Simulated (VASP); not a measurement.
# AlSn (P-6m2) in VASP: a series of runs

Aim: see how the results for AlSn move with the level of theory and the settings. Levels: PBE, PBE+D3(BJ). Tasks: single point.

Program: VASP 6.6.1. These are calculated values, not measurements. Logs are shortened: lines on timing, memory, paths and dates and some standing lists are left out, and cuts for length are marked.

**1. Starting point**

Symmetry: P-6m2, No. 187, hexagonal system. The conventional cell has a = 4.198 Å, b = 4.198 Å, c = 3.307 Å, α = 90.00°, β = 90.00°, γ = 120.00°. Around Al (site symmetry -6m2) lie 6 Sn at 2.93 Å and 2 Al at 3.31 Å. Sn (site symmetry -6m2) has 6 Al at 2.93 Å and 2 Sn at 3.31 Å as nearest neighbours.

The cell comes from a database or a generator and needn't be the stable form of this composition.

**2. Single point, PBE**

File INCAR:

```
SYSTEM = AlSn
  PREC = Accurate
  ENCUT = 520
  EDIFF = 1E-6
  ISMEAR = 0
  SIGMA = 0.1
  LREAL = .False.
  LASPH = .True.
  NELM = 100
  ALGO = Normal
  ISIF = 2
  LWAVE = .False.
  LCHARG = .False.
  GGA = PE
  NBANDS = 16
```

File KPOINTS:

```
regular mesh
0
Gamma
  6 6 4
  0 0 0
```

File POSCAR:

```
AlSn
1.0
    4.1981056157      0.0000000000      0.0000000000
   -2.0990528078      3.6356661109      0.0000000000
    0.0000000000      0.0000000000      3.3068470000
Al Sn
1 1
Direct
    0.0000000000      0.0000000000      0.0000000000
    0.3333333300      0.6666666700      0.5000000000
```

Potentials or basis: VASP PAW PBE potentials, release 64 (Al, Sn_d).

On the command line:

```sh
$ cat potpaw_PBE.64/Al/POTCAR potpaw_PBE.64/Sn_d/POTCAR > POTCAR
$ mpirun -np 1 vasp_std > vasp.out
```

OUTCAR:

```text
SYSTEM = AlSn
   PREC = Accurate
   ENCUT = 520
   EDIFF = 1E-6
   ISMEAR = 0
   LREAL = .False.
   LASPH = .True.
   NELM = 100
   ISIF = 2
   GGA = PE

 ion  position               nearest neighbor table
   1  0.000  0.000  0.000-   2 2.93   2 2.93   2 2.93   2 2.93   2 2.93   2 2.93
   2  0.333  0.667  0.500-   1 2.93   1 2.93   1 2.93   1 2.93   1 2.93   1 2.93

  LATTYP: Found a hexagonal cell.
 ALAT       =     4.1981056157
 C/A-ratio  =     0.7876998110

  Lattice vectors:

 A1 = (   4.1981056157,   0.0000000000,   0.0000000000)
 A2 = (  -2.0990528078,   3.6356661109,   0.0000000000)
 A3 = (   0.0000000000,   0.0000000000,   3.3068470000)

Analysis of symmetry for initial positions (statically):
=====================================================================
 Subroutine PRICEL returns:
 Original cell was already a primitive cell.

 Routine SETGRP: Setting up the symmetry group for a
 hexagonal supercell.

 Subroutine GETGRP returns: Found 12 space group operations
 (whereof 12 operations were pure point group operations)
 out of a pool of 24 trial point group operations.

The static configuration has the point symmetry D_3h.

Analysis of symmetry for dynamics (positions and initial velocities):
=====================================================================
 Subroutine PRICEL returns:
 Original cell was already a primitive cell.

 Routine SETGRP: Setting up the symmetry group for a
 hexagonal supercell.

 Subroutine GETGRP returns: Found 12 space group operations
 (whereof 12 operations were pure point group operations)
 out of a pool of 24 trial point group operations.

The dynamic configuration has the point symmetry D_3h.

 Subroutine INISYM returns: Found 12 space group operations
 (whereof 12 operations are pure point group operations),
 and found     1 'primitive' translations

----------------------------------------------------------------------------------------

                                     Primitive cell

  volume of cell :      50.4721

  direct lattice vectors                    reciprocal lattice vectors
     4.198105616  0.000000000  0.000000000     0.238202678  0.137526380  0.000000000
    -2.099052808  3.635666111  0.000000000     0.000000000  0.275052760  0.000000000
     0.000000000  0.000000000  3.306847000     0.000000000  0.000000000  0.302402863

  length of vectors
     4.198105616  4.198105616  3.306847000     0.275052760  0.275052760  0.302402863

  position of ions in fractional coordinates (direct lattice)
     0.000000000  0.000000000  0.000000000
     0.333333330  0.666666670  0.500000000

  ion indices of the primitive-cell ions
   primitive index   ion index
                 1           1
                 2           2

----------------------------------------------------------------------------------------

 KPOINTS: regular mesh

Automatic generation of k-mesh.
 Grid dimensions read from file:
 generate k-points for:    6    6    4

 Generating k-lattice:

  Cartesian coordinates                     Fractional coordinates (reciprocal lattice)
     0.039700446  0.022921063  0.000000000     0.166666667  0.000000000  0.000000000
     0.000000000  0.045842127  0.000000000     0.000000000  0.166666667  0.000000000
     0.000000000  0.000000000  0.075600716     0.000000000  0.000000000  0.250000000

  Length of vectors
     0.045842127  0.045842127  0.075600716

  Shift w.r.t. Gamma in fractional coordinates (k-lattice)
     0.000000000  0.000000000  0.000000000

 Subroutine IBZKPT returns following result:
 ===========================================

 Found     21 irreducible k-points:

 Following reciprocal coordinates:
            Coordinates               Weight
  0.000000  0.000000  0.000000      1.000000
  0.166667 -0.000000  0.000000      6.000000
  0.333333 -0.000000  0.000000      6.000000
  0.500000  0.000000  0.000000      3.000000
  0.166667  0.166667  0.000000      6.000000
  0.333333  0.166667  0.000000     12.000000
[... 13 lines left out ...]
  0.333333  0.166667  0.500000     12.000000
  0.333333  0.333333  0.500000      2.000000
   k-points           NKPTS =     21   k-points in BZ     NKDIM =     21   number of bands    NBANDS=     16
   number of dos      NEDOS =    301   number of ions     NIONS =      2
   total plane-waves  NPLWV =  28672
   dimension x,y,z NGX =    32 NGY =   32 NGZ =   28
   dimension x,y,z NGXF=    64 NGYF=   64 NGZF=   56
   ions per type =               1   1
   NGX,Y,Z   is equivalent  to a cutoff of  12.67, 12.67, 14.08 a.u.
   NGXF,Y,Z  is equivalent  to a cutoff of  25.34, 25.34, 28.15 a.u.
 SYSTEM =  AlSn
   PREC   = accura    normal or accurate (medium, high low for compatibility)
   ISTART =      0    job   : 0-new  1-cont  2-samecut
   ICHARG =      2    charge: 1-file 2-atom 10-const
   ISPIN  =      1    spin polarized calculation?
   LNONCOLLINEAR =      F non collinear calculations
   LSORBIT =      F    spin-orbit coupling
   LASPH  =      T    aspherical Exc in radial PAW
   ENCUT  =  520.0 eV  38.22 Ry    6.18 a.u.   7.81  7.81  6.15*2*pi/ulx,y,z
   NELM   =    100;   NELMIN=  2; NELMDL= -5     # of ELM steps
   EDIFF  = 0.1E-05   stopping-criterion for ELM
   LREAL  =      F    real-space projection
   EDIFFG = 0.1E-04   stopping-criterion for IOM
   NSW    =      0    number of steps for IOM
   IBRION =     -1    ionic relax: 0-MD 1-quasi-New 2-CG
   NFREE  =      0    steps in history (QN), initial steepest desc. (CG)
   ISIF   =      2    stress and relaxation
   ISYM   =      2    0-nonsym 1-usesym 2-fastsym
   POTIM  = 0.5000    time-step for ionic-motion
   TEBEG  =    0.0;   TEEND  =   0.0 temperature during run
   PSTRESS=    0.0 pullay stress
   NELECT =      17.0000    total number of electrons
   NUPDOWN=      -1.0000    fix difference up-down
   EMIN   =  10.00;   EMAX   =-10.00  energy-range for DOS
   EFERMI =   0.00;   METHOD = LEGACY
   ISMEAR =     0;   SIGMA  =   0.10  broadening in eV -4-tet -1-fermi 0-gaus
   EFERMI_NEDOS =   21; number of points for ismear=-14 and -15
   IALGO  =     38    algorithm
   IMIX   =      4    mixing-type and parameters
     AMIX     =   0.40;   BMIX     =  1.00
     AMIX_MAG =   1.60;   BMIX_MAG =  1.00
  volume/ion in A,a.u.               =      25.24       170.30
  Fermi-wavevector in a.u.,A,eV,Ry     =   1.139044  2.152482 17.652500  1.297422
  Thomas-Fermi vector in A             =   2.275748
   LORBIT       =      0    0 simple, 1 ext, 2 COOP (PROOUT), +10 PAW based schemes
   GGA     = PE    functional components
   LHFCALC =     F    Hartree Fock is set to
   AEXX    =    0.0000 exact exchange contribution
   IVDW    =     0    specifies the selected vdW correction
   LEPSILON=     F    determine dielectric tensor
   LRPA    =     F    only Hartree local field effects (RPA)
 non-spin polarized calculation
 Gauss-broadening in eV      SIGMA  =   0.10
  energy-cutoff  :      520.00
  volume of cell :       50.47
 maximum number of plane-waves:      1374
 NGX is ok and might be reduce to    32
   NGX = 15   NGY = 15   NGZ = 13

 number of electron      16.9999999 magnetization

 Free energy of the ion-electron system (eV)
  ---------------------------------------------------
  ext. energy  EPLUGINS =         0.00000000
  ---------------------------------------------------
  free energy    TOTEN  =        -7.17519983 eV

  energy without entropy =       -7.17197129  energy(sigma->0) =       -7.17358556

 E-fermi :   6.2295     XC(G=0):  -9.5540

 val. band max:        6.2237456131   @ k =   0.0000   0.0000   0.0000
 cond. band min:       6.2306993997   @ k =   0.1667   0.1667   0.5000
 fundamental gap:      0.0069537866
 Fermi energy:         6.2295258288

 k-point     1 :       0.0000    0.0000    0.0000
  band No.  band energies     occupation
      1     -14.8761      2.00000
      2     -14.8147      2.00000
      3     -14.8147      2.00000
      4     -14.7626      2.00000
      5     -14.7626      2.00000
      6      -4.0058      2.00000
[... 8 lines left out ...]
     15      18.0292      0.00000
     16      19.2343      0.00000

 k-point     2 :       0.1667   -0.0000    0.0000
  band No.  band energies     occupation
      1     -14.8740      2.00000
      2     -14.8153      2.00000
      3     -14.8098      2.00000
      4     -14.7642      2.00000
      5     -14.7630      2.00000
      6      -3.7190      2.00000
[... 8 lines left out ...]
     15      16.2386      0.00000
     16      18.5791      0.00000

 k-point     3 :       0.3333   -0.0000    0.0000
  band No.  band energies     occupation
      1     -14.8702      2.00000
      2     -14.8161      2.00000
      3     -14.7999      2.00000
      4     -14.7674      2.00000
      5     -14.7639      2.00000
      6      -2.9136      2.00000
[... 8 lines left out ...]
     15      16.0140      0.00000
     16      18.2772      0.00000

 k-point     4 :       0.5000    0.0000    0.0000
  band No.  band energies     occupation
      1     -14.8685      2.00000
      2     -14.8164      2.00000
      3     -14.7949      2.00000
      4     -14.7689      2.00000
      5     -14.7643      2.00000
      6      -2.1684      2.00000
[... 8 lines left out ...]
     15      16.4917      0.00000
     16      16.9760      0.00000
[... 267 lines left out ...]
 k-point    19 :       0.1667    0.1667    0.5000
  band No.  band energies     occupation
      1     -14.8346      2.00000
      2     -14.8293      2.00000
      3     -14.8062      2.00000
      4     -14.7966      2.00000
      5     -14.6932      2.00000
      6      -0.1955      2.00000
[... 8 lines left out ...]
     15      14.0260      0.00000
     16      17.1675      0.00000

 k-point    20 :       0.3333    0.1667    0.5000
  band No.  band energies     occupation
      1     -14.8386      2.00000
      2     -14.8315      2.00000
      3     -14.8050      2.00000
      4     -14.7916      2.00000
      5     -14.6887      2.00000
      6       0.6467      2.00000
[... 8 lines left out ...]
     15      16.1971      0.00000
     16      19.4883      0.00000

 k-point    21 :       0.3333    0.3333    0.5000
  band No.  band energies     occupation
      1     -14.8374      2.00000
      2     -14.8346      2.00000
      3     -14.7994      2.00000
      4     -14.7948      2.00000
      5     -14.6875      2.00000
      6       1.0736      2.00000
[... 8 lines left out ...]
     15      16.4415      0.00000
     16      16.5353      0.00000

------------------------ aborting loop because EDIFF is reached ----------------------------------------

  FORCE on cell =-STRESS in cart. coord.  units (eV):
  Direction    XX          YY          ZZ          XY          YZ          ZX
  --------------------------------------------------------------------------------------
  -------------------------------------------------------------------------------------
  Total       -0.7707834     -0.7707834      2.5844551     -0.0000000     -0.0000000      0.0000000
  in kB      -24.4676072    -24.4676072     82.0404667     -0.0000000     -0.0000000      0.0000000
  external PRESSURE =      11.0350841 kB  Pullay stress =       0.0000000 kB

 VOLUME and BASIS-vectors are now :
 -----------------------------------------------------------------------------
  energy-cutoff  :      520.00
  volume of cell :       50.47
      direct lattice vectors                 reciprocal lattice vectors
     4.198105616  0.000000000  0.000000000     0.238202678  0.137526380  0.000000000
    -2.099052808  3.635666111  0.000000000     0.000000000  0.275052760  0.000000000
     0.000000000  0.000000000  3.306847000     0.000000000  0.000000000  0.302402863

 POSITION                                       TOTAL-FORCE (eV/Angst)
 -----------------------------------------------------------------------------------
      0.00000      0.00000      0.00000         0.000000      0.000000      0.000000
     -0.00000      2.42378      1.65342        -0.000000      0.000000      0.000000
 -----------------------------------------------------------------------------------
    total drift:                                0.000013     -0.000007     -0.000000

  FREE ENERGIE OF THE ION-ELECTRON SYSTEM (eV)
  ---------------------------------------------------
  free  energy   TOTEN  =        -7.1751998309 eV

  energy  without entropy=       -7.1719712920  energy(sigma->0) =       -7.17358556
```

Run time: 8.7 s. Hardware: 1 thread of Intel Xeon Platinum 8559C (Emerald Rapids), shared host; peak memory 0.17 GiB.

What came out:

```yaml
Free_energy: -7.1752 eV
Pressure: 1.1 GPa
Band_gap_on_the_k_mesh: none (metal or under the smearing width)
```

Caveat: the k mesh is coarse (spacing up to 0.48 Å⁻¹), so the values aren't converged.

**3. Single point, PBE**

File INCAR:

```
PREC = Accurate ; ENCUT = 520
EDIFF = 1E-7 ; ISMEAR = 0
SIGMA = 0.1 ; LREAL = F
LASPH = T ; NELM = 60
ALGO = Fast ; ISIF = 2
LWAVE = F ; LCHARG = F
GGA = PE ; NBANDS = 16
```

File KPOINTS:

```
regular mesh
0
Gamma
  6 6 4
```

Changes to POSCAR since step 2:

```diff
@@ -9,2 +9,2 @@
     0.0000000000      0.0000000000      0.0000000000
-    0.3333333300      0.6666666700      0.5000000000
+    0.3333333333      0.6666666667      0.5000000000
```

Potentials or basis: VASP PAW PBE potentials, release 64 (Al, Sn_d).

On the command line:

```sh
$ cat potpaw_PBE.64/Al/POTCAR potpaw_PBE.64/Sn_d/POTCAR > POTCAR
$ mpirun -np 1 vasp_std > vasp.out
```

It took 12 s on 1 thread of Intel Xeon Platinum 8559C (Emerald Rapids), shared host; peak memory 0.17 GiB.

The run converged. Its results:

```
Free energy            : -7.1752 eV
Pressure               : 1.1 GPa
Band gap on the k mesh : none (metal or under the smearing width)
```

Stress tensor (GPa, compression positive):
```
-2.45  0.00  0.00
 0.00 -2.45  0.00
 0.00  0.00  8.21
```

Levels at points of the mesh, in eV from the Fermi level:
| k point | band 5 | band 6 | band 7 | band 8 | band 9 | band 10 | band 11 | band 12 |
| --- | --- | --- | --- | --- | --- | --- | --- | --- |
| (0.00, 0.00, 0.00) | -20.99 | -10.24 | -0.01 | -0.01 | 0.91 | 2.82 | 3.32 | 3.32 |
| (0.50, 0.00, 0.00) | -20.99 | -8.40 | -6.13 | -1.62 | 0.79 | 4.65 | 6.70 | 7.35 |
| (0.00, 0.00, 0.50) | -20.93 | -7.22 | -5.98 | 2.92 | 2.92 | 3.80 | 3.80 | 3.97 |
| (0.50, 0.00, 0.50) | -20.92 | -5.52 | -3.98 | -2.98 | -2.12 | 1.39 | 2.60 | 3.93 |

Caveat: the k mesh is coarse (spacing up to 0.48 Å⁻¹), so the values aren't converged.

**4. Single point, PBE+D3(BJ)**

File INCAR:

```
ALGO = Normal ; EDIFF = 1E-6
ENCUT = 520 ; GGA = PE
ISIF = 2 ; ISMEAR = 0
IVDW = 12 ; LASPH = True
LCHARG = False ; LREAL = False
LWAVE = False ; NBANDS = 16
NELM = 80 ; PREC = Accurate
SIGMA = 0.1
```

File KPOINTS:

```
k-points
0
Gamma
  6 6 4
```

POSCAR is that of step 3.

On the command line:

```sh
$ cat potpaw_PBE.64/Al/POTCAR potpaw_PBE.64/Sn_d/POTCAR > POTCAR
$ mpirun -np 1 vasp_std > vasp.out
```

Wall time 8.6 s (1 thread of Intel Xeon Platinum 8559C (Emerald Rapids), shared host); peak memory 0.18 GiB.

Results (log left out):

* Free energy: -7.7919 eV
* Pressure: -1.0 GPa
* Band gap on the k mesh: none (metal or under the smearing width)
* Dispersion energy per atom: -0.308 eV

Stress tensor (GPa, compression positive):
```
-4.55  0.00  0.00
 0.00 -4.55  0.00
 0.00  0.00  6.19
```

Levels at points of the mesh, in eV from the Fermi level:
| k point | band 5 | band 6 | band 7 | band 8 | band 9 | band 10 | band 11 | band 12 |
| --- | --- | --- | --- | --- | --- | --- | --- | --- |
| (0.00, 0.00, 0.00) | -20.99 | -10.24 | -0.01 | -0.01 | 0.91 | 2.82 | 3.32 | 3.32 |
| (0.50, 0.00, 0.00) | -20.99 | -8.40 | -6.13 | -1.62 | 0.79 | 4.65 | 6.70 | 7.35 |
| (0.00, 0.00, 0.50) | -20.93 | -7.22 | -5.98 | 2.92 | 2.92 | 3.80 | 3.80 | 3.97 |
| (0.50, 0.00, 0.50) | -20.92 | -5.52 | -3.98 | -2.98 | -2.12 | 1.39 | 2.60 | 3.93 |

Caveat: the k mesh is coarse (spacing up to 0.48 Å⁻¹), so the values aren't converged; pairwise dispersion overbinds metals, which lowers pressure and volume.
